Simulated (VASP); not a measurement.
# BH12C3N (R3m) in VASP: single point with PBE

Aim: the single point of BH12C3N with PBE.

All numbers are computed with VASP 6.6.1; they aren't measurements. Logs are shortened: lines on timing, memory, paths and dates and some standing lists are left out, and cuts for length are marked.

### Step 1. The undisturbed crystal

Symmetry: R3m, No. 160, trigonal system. Conventional cell: a = 9.079 Å, b = 9.079 Å, c = 5.892 Å, α = 90.00°, β = 90.00°, γ = 120.00°. B (site symmetry 3m) is surrounded by 3 H at 1.16 Å. H (site symmetry m) is surrounded by 1 C at 0.98 Å. Around H (site symmetry 1) lie 1 C at 0.98 Å. Around H (site symmetry m) lie 1 B at 1.16 Å. C (site symmetry m) has 3 H at 0.98 Å as nearest neighbours. N (site symmetry 3m) has 3 C at 1.48 Å and 1 B at 1.62 Å as nearest neighbours.

### Step 2. Single point, PBE (ions relaxed at fixed cell)

The input, INCAR:

```
SYSTEM = BH12C3N
PREC = Accurate
ENCUT = 520
EDIFF = 1E-6
ISMEAR = -1
SIGMA = 0.02
LREAL = Auto
LASPH = .TRUE.
NELM = 60
ALGO = Fast
ISIF = 2
LWAVE = .FALSE.
LCHARG = .FALSE.
GGA = PE
NBANDS = 30
```

The input, KPOINTS:

```
Automatic mesh
0
G
  6 6 6
  0 0 0
```

The input, POSCAR:

```
BH12C3N
1.0
    4.5396000000      2.6209392820      1.9640666667
   -4.5396000000      2.6209392820      1.9640666667
    0.0000000000     -5.2418785640      1.9640666667
B H C N
1 12 3 1
Direct
    0.9181596427      0.9181596427      0.9181596427
    0.2810688730      0.5465571057      0.2810688730
    0.2810688730      0.2810688730      0.5465571057
    0.5465571057      0.2810688730      0.2810688730
    0.3994957855      0.8616670019      0.5962546516
    0.5962546516      0.3994957855      0.8616670019
    0.8616670019      0.5962546516      0.3994957855
    0.5962546516      0.8616670019      0.3994957855
    0.8616670019      0.3994957855      0.5962546516
    0.3994957855      0.5962546516      0.8616670019
    0.0529047671      0.0529047671      0.8299896670
    0.8299896670      0.0529047671      0.0529047671
    0.0529047671      0.8299896670      0.0529047671
    0.4670279442      0.7335071269      0.4670279442
    0.4670279442      0.4670279442      0.7335071269
    0.7335071269      0.4670279442      0.4670279442
    0.6433484108      0.6433484108      0.6433484108
```

Potentials or basis: VASP PAW PBE potentials, release 64 (B, H, C, N).

On the command line:

```
> cat potpaw_PBE.64/B/POTCAR potpaw_PBE.64/H/POTCAR potpaw_PBE.64/C/POTCAR potpaw_PBE.64/N/POTCAR > POTCAR
> mpirun -np 1 vasp_std > vasp.out
```

OUTCAR:

```text
SYSTEM = BH12C3N
   PREC = Accurate
   ENCUT = 520
   EDIFF = 1E-6
   ISMEAR = -1
   LREAL = Auto
   LASPH = .TRUE.
   NELM = 60
   ISIF = 2
   GGA = PE

 ion  position               nearest neighbor table
   1  0.918  0.918  0.918-  11 1.22  12 1.22  13 1.22  17 1.62
   2  0.281  0.547  0.281-  14 1.10
   3  0.281  0.281  0.547-  15 1.10
   4  0.547  0.281  0.281-  16 1.10
   5  0.399  0.862  0.596-  14 1.09
   6  0.596  0.399  0.862-  15 1.09
   7  0.862  0.596  0.399-  16 1.09
   8  0.596  0.862  0.399-  14 1.09
   9  0.862  0.399  0.596-  16 1.09
  10  0.399  0.596  0.862-  15 1.09
  11  0.053  0.053  0.830-   1 1.22
  12  0.830  0.053  0.053-   1 1.22
  13  0.053  0.830  0.053-   1 1.22
  14  0.467  0.734  0.467-   8 1.09   5 1.09   2 1.10  17 1.49
  15  0.467  0.467  0.734-   6 1.09  10 1.09   3 1.10  17 1.49
  16  0.734  0.467  0.467-   7 1.09   9 1.09   4 1.10  17 1.49
  17  0.643  0.643  0.643-  15 1.49  14 1.49  16 1.49   1 1.62

  LATTYP: Found a trigonal (rhomboedric) cell.
 ALAT       =     5.5977539023
 COS(alpha) =    -0.3153386074

  Lattice vectors:

 A1 = (   4.5396000000,   2.6209392820,   1.9640666667)
 A2 = (  -4.5396000000,   2.6209392820,   1.9640666667)
 A3 = (   0.0000000000,  -5.2418785640,   1.9640666667)

Analysis of symmetry for initial positions (statically):
=====================================================================
 Subroutine PRICEL returns:
 Original cell was already a primitive cell.

 Routine SETGRP: Setting up the symmetry group for a
 trigonal (rhombohedral) supercell.

 Subroutine GETGRP returns: Found  6 space group operations
 (whereof  6 operations were pure point group operations)
 out of a pool of 12 trial point group operations.

The static configuration has the point symmetry C_3v.

Analysis of symmetry for dynamics (positions and initial velocities):
=====================================================================
 Subroutine PRICEL returns:
 Original cell was already a primitive cell.

 Routine SETGRP: Setting up the symmetry group for a
 trigonal (rhombohedral) supercell.

 Subroutine GETGRP returns: Found  6 space group operations
 (whereof  6 operations were pure point group operations)
 out of a pool of 12 trial point group operations.

The dynamic configuration has the point symmetry C_3v.

 Subroutine INISYM returns: Found  6 space group operations
 (whereof  6 operations are pure point group operations),
 and found     1 'primitive' translations

----------------------------------------------------------------------------------------

                                     Primitive cell

  volume of cell :     140.2110

  direct lattice vectors                    reciprocal lattice vectors
     4.539600000  2.620939282  1.964066667     0.110141863  0.063590434  0.169715896
    -4.539600000  2.620939282  1.964066667    -0.110141863  0.063590434  0.169715896
     0.000000000 -5.241878564  1.964066667     0.000000000 -0.127180868  0.169715896

  length of vectors
     5.597753902  5.597753902  5.597753902     0.212081254  0.212081254  0.212081254

  position of ions in fractional coordinates (direct lattice)
     0.918159643  0.918159643  0.918159643
     0.281068873  0.546557106  0.281068873
     0.281068873  0.281068873  0.546557106
     0.546557106  0.281068873  0.281068873
     0.399495786  0.861667002  0.596254652
     0.596254652  0.399495786  0.861667002
[... 9 lines left out ...]
     0.733507127  0.467027944  0.467027944
     0.643348411  0.643348411  0.643348411

  ion indices of the primitive-cell ions
   primitive index   ion index
                 1           1
                 2           2
                 3           3
                 4           4
                 5           5
                 6           6
[... 9 lines left out ...]
                16          16
                17          17

----------------------------------------------------------------------------------------

 KPOINTS: Automatic mesh

Automatic generation of k-mesh.
 Grid dimensions read from file:
 generate k-points for:    6    6    6

 Generating k-lattice:

  Cartesian coordinates                     Fractional coordinates (reciprocal lattice)
     0.018356977  0.010598406  0.028285983     0.166666667  0.000000000  0.000000000
    -0.018356977  0.010598406  0.028285983     0.000000000  0.166666667  0.000000000
     0.000000000 -0.021196811  0.028285983     0.000000000  0.000000000  0.166666667

  Length of vectors
     0.035346876  0.035346876  0.035346876

  Shift w.r.t. Gamma in fractional coordinates (k-lattice)
     0.000000000  0.000000000  0.000000000

 Subroutine IBZKPT returns following result:
 ===========================================

 Found     32 irreducible k-points:

 Following reciprocal coordinates:
            Coordinates               Weight
  0.000000  0.000000  0.000000      1.000000
  0.166667 -0.000000 -0.000000      6.000000
  0.333333 -0.000000  0.000000      6.000000
  0.500000 -0.000000  0.000000      3.000000
  0.166667  0.166667 -0.000000      6.000000
  0.333333  0.166667  0.000000     12.000000
[... 16 lines left out ...]
  0.500000  0.500000  0.166667      6.000000
 -0.333333  0.500000  0.166667     12.000000
 [... further k-points ...]
   k-points           NKPTS =     32   k-points in BZ     NKDIM =     32   number of bands    NBANDS=     30
   number of dos      NEDOS =    301   number of ions     NIONS =     17
   total plane-waves  NPLWV =  74088
   dimension x,y,z NGX =    42 NGY =   42 NGZ =   42
   dimension x,y,z NGXF=    84 NGYF=   84 NGZF=   84
   ions per type =               1  12   3   1
   NGX,Y,Z   is equivalent  to a cutoff of  12.47, 12.47, 12.47 a.u.
   NGXF,Y,Z  is equivalent  to a cutoff of  24.95, 24.95, 24.95 a.u.
 SYSTEM =  BH12C3N
   PREC   = accura    normal or accurate (medium, high low for compatibility)
   ISTART =      0    job   : 0-new  1-cont  2-samecut
   ICHARG =      2    charge: 1-file 2-atom 10-const
   ISPIN  =      1    spin polarized calculation?
   LNONCOLLINEAR =      F non collinear calculations
   LSORBIT =      F    spin-orbit coupling
   LASPH  =      T    aspherical Exc in radial PAW
   ENCUT  =  520.0 eV  38.22 Ry    6.18 a.u.  10.41 10.41 10.41*2*pi/ulx,y,z
   NELM   =     60;   NELMIN=  2; NELMDL= -5     # of ELM steps
   EDIFF  = 0.1E-05   stopping-criterion for ELM
   LREAL  =      T    real-space projection
   EDIFFG = 0.1E-04   stopping-criterion for IOM
   NSW    =      0    number of steps for IOM
   IBRION =     -1    ionic relax: 0-MD 1-quasi-New 2-CG
   NFREE  =      0    steps in history (QN), initial steepest desc. (CG)
   ISIF   =      2    stress and relaxation
   ISYM   =      2    0-nonsym 1-usesym 2-fastsym
   POTIM  = 0.5000    time-step for ionic-motion
   TEBEG  =    0.0;   TEEND  =   0.0 temperature during run
   PSTRESS=    0.0 pullay stress
   NELECT =      32.0000    total number of electrons
   NUPDOWN=      -1.0000    fix difference up-down
   EMIN   =  10.00;   EMAX   =-10.00  energy-range for DOS
   EFERMI =   0.00;   METHOD = LEGACY
   ISMEAR =    -1;   SIGMA  =   0.02  broadening in eV -4-tet -1-fermi 0-gaus
   EFERMI_NEDOS =   21; number of points for ismear=-14 and -15
   IALGO  =     68    algorithm
   IMIX   =      4    mixing-type and parameters
     AMIX     =   0.40;   BMIX     =  1.00
     AMIX_MAG =   1.60;   BMIX_MAG =  1.00
  volume/ion in A,a.u.               =       8.25        55.66
  Fermi-wavevector in a.u.,A,eV,Ry     =   1.000455  1.890585 13.618205  1.000910
  Thomas-Fermi vector in A             =   2.132812
   LORBIT       =      0    0 simple, 1 ext, 2 COOP (PROOUT), +10 PAW based schemes
   GGA     = PE    functional components
   LHFCALC =     F    Hartree Fock is set to
   AEXX    =    0.0000 exact exchange contribution
   IVDW    =     0    specifies the selected vdW correction
   LEPSILON=     F    determine dielectric tensor
   LRPA    =     F    only Hartree local field effects (RPA)
 non-spin polarized calculation
 RMM-DIIS sequential band-by-band and
  energy-cutoff  :      520.00
  volume of cell :      140.21
 maximum number of plane-waves:      3799
 NGX is ok and might be reduce to    42
   NGX = 21   NGY = 21   NGZ = 21

 number of electron      31.9999997 magnetization

 Free energy of the ion-electron system (eV)
  ---------------------------------------------------
  ext. energy  EPLUGINS =         0.00000000
  ---------------------------------------------------
  free energy    TOTEN  =       -86.13648249 eV

  energy without entropy =      -86.13648249  energy(sigma->0) =      -86.13648249

 E-fermi :  -2.2086     XC(G=0):  -7.5257

 val. band max:       -2.7369658435   @ k =   0.5000   0.5000   0.5000
 cond. band min:       3.5578418507   @ k =   0.0000   0.0000   0.0000
 fundamental gap:      6.2948076943
 Fermi energy:        -2.2086475484

 k-point     1 :       0.0000    0.0000    0.0000
  band No.  band energies     occupation
      1     -20.3352      2.00000
      2     -13.9479      2.00000
      3     -13.9479      2.00000
      4     -11.8041      2.00000
      5      -9.5472      2.00000
      6      -8.0741      2.00000
[... 20 lines left out ...]
     27       8.8904      0.00000
     28       8.8906      0.00000

 k-point     2 :       0.1667   -0.0000   -0.0000
  band No.  band energies     occupation
      1     -20.3320      2.00000
      2     -13.9829      2.00000
      3     -13.9478      2.00000
      4     -11.7823      2.00000
      5      -9.5491      2.00000
      6      -8.1122      2.00000
[... 20 lines left out ...]
     27       8.5996      0.00000
     28       8.9148      0.00000

 k-point     3 :       0.3333   -0.0000    0.0000
  band No.  band energies     occupation
      1     -20.3254      2.00000
      2     -14.0498      2.00000
      3     -13.9478      2.00000
      4     -11.7444      2.00000
      5      -9.5504      2.00000
      6      -8.1823      2.00000
[... 20 lines left out ...]
     27       8.3728      0.00000
     28       9.0059      0.00000

 k-point     4 :       0.5000   -0.0000    0.0000
  band No.  band energies     occupation
      1     -20.3222      2.00000
      2     -14.0818      2.00000
      3     -13.9478      2.00000
      4     -11.7281      2.00000
      5      -9.5501      2.00000
      6      -8.2148      2.00000
[... 20 lines left out ...]
     27       8.6202      0.00000
     28       9.0319      0.00000

 k-point     5 :       0.1667    0.1667   -0.0000
  band No.  band energies     occupation
      1     -20.3279      2.00000
      2     -13.9968      2.00000
      3     -13.9685      2.00000
      4     -11.7806      2.00000
      5      -9.5619      2.00000
      6      -8.1126      2.00000
[... 20 lines left out ...]
     27       8.7095      0.00000
     28       8.7692      0.00000

 k-point     6 :       0.3333    0.1667    0.0000
  band No.  band energies     occupation
      1     -20.3221      2.00000
      2     -14.0589      2.00000
      3     -13.9718      2.00000
      4     -11.7307      2.00000
      5      -9.5379      2.00000
      6      -8.1841      2.00000
[... 463 lines left out ...]
      5      -9.4330      2.00000
      6      -8.2845      2.00000
[... 20 lines left out ...]
     27       8.3456      0.00000
     28       9.1222      0.00000

 k-point    22 :      -0.1667    0.3333    0.1667
  band No.  band energies     occupation
      1     -20.3212      2.00000
      2     -14.0594      2.00000
      3     -13.9954      2.00000
      4     -11.6693      2.00000
      5      -9.5215      2.00000
      6      -8.2096      2.00000
[... 20 lines left out ...]
     27       8.5769      0.00000
     28       8.8870      0.00000

 k-point    23 :       0.5000    0.5000    0.1667
  band No.  band energies     occupation
      1     -20.3131      2.00000
      2     -14.1449      2.00000
      3     -14.0273      2.00000
      4     -11.5106      2.00000
      5      -9.3831      2.00000
      6      -8.3386      2.00000
[... 20 lines left out ...]
     27       8.7076      0.00000
     28       9.0019      0.00000

 k-point    24 :      -0.3333    0.5000    0.1667
  band No.  band energies     occupation
      1     -20.3145      2.00000
      2     -14.1167      2.00000
      3     -14.0213      2.00000
      4     -11.5703      2.00000
      5      -9.4621      2.00000
      6      -8.3030      2.00000
[... 20 lines left out ...]
     27       8.8198      0.00000
     28       9.1236      0.00000

 [... further k-points ...]

 [bands above 28 left out]

------------------------ aborting loop because EDIFF is reached ----------------------------------------

  FORCE on cell =-STRESS in cart. coord.  units (eV):
  Direction    XX          YY          ZZ          XY          YZ          ZX
  --------------------------------------------------------------------------------------
  -------------------------------------------------------------------------------------
  Total        0.6004695      0.6004695      0.4251576      0.0000000      0.0000000      0.0000000
  in kB        6.8615072      6.8615072      4.8582348      0.0000000      0.0000000      0.0000000
  external PRESSURE =       6.1937497 kB  Pullay stress =       0.0000000 kB

 VOLUME and BASIS-vectors are now :
 -----------------------------------------------------------------------------
  energy-cutoff  :      520.00
  volume of cell :      140.21
      direct lattice vectors                 reciprocal lattice vectors
     4.539600000  2.620939282  1.964066667     0.110141863  0.063590434  0.169715896
    -4.539600000  2.620939282  1.964066667    -0.110141863  0.063590434  0.169715896
     0.000000000 -5.241878564  1.964066667     0.000000000 -0.127180868  0.169715896

 POSITION                                       TOTAL-FORCE (eV/Angst)
 -----------------------------------------------------------------------------------
      0.00000      0.00000      5.40998        -0.000000      0.000000     -0.022356
     -1.20521      0.69583      2.17755        -0.002592      0.001496     -0.022420
      0.00000     -1.39166      2.17755        -0.000000     -0.002993     -0.022420
      1.20521      0.69583      2.17755         0.002592      0.001496     -0.022420
     -2.09807      0.17994      3.64809        -0.016382     -0.007064      0.002285
      0.89321     -1.90695      3.64809         0.014309     -0.010655      0.002285
[... 9 lines left out ...]
      1.20971      0.69843      3.27520         0.012400      0.007159      0.011628
      0.00000      0.00000      3.79074        -0.000000     -0.000000      0.031202
 -----------------------------------------------------------------------------------
    total drift:                               -0.000000      0.000000      0.020648

  FREE ENERGIE OF THE ION-ELECTRON SYSTEM (eV)
  ---------------------------------------------------
  free  energy   TOTEN  =       -86.1364824947 eV

  energy  without entropy=      -86.1364824947  energy(sigma->0) =      -86.13648249
```

It took 3.2 min on 1 thread of Intel Xeon Platinum 8488C (Sapphire Rapids), shared host; peak memory 0.3 GiB.

What came out:

```yaml
Free_energy: -86.1365 eV
Pressure: 0.6 GPa
Largest_force: 0.031 eV/Å
Band_gap_on_the_k_mesh: 6.29 eV, indirect (least direct gap 6.37 eV)
```

Forces in eV/Å, atoms in the order of the input:
```
B    0.000  0.000 -0.022
H   -0.003  0.001 -0.022
H    0.000 -0.003 -0.022
H    0.003  0.001 -0.022
H   -0.016 -0.007  0.002
H    0.014 -0.011  0.002
H    0.002  0.018  0.002
H   -0.002  0.018  0.002
H    0.016 -0.007  0.002
H   -0.014 -0.011  0.002
H    0.000  0.009  0.003
H   -0.007 -0.004  0.003
H    0.007 -0.004  0.003
C   -0.012  0.007  0.012
C    0.000 -0.014  0.012
C    0.012  0.007  0.012
N    0.000  0.000  0.031
```
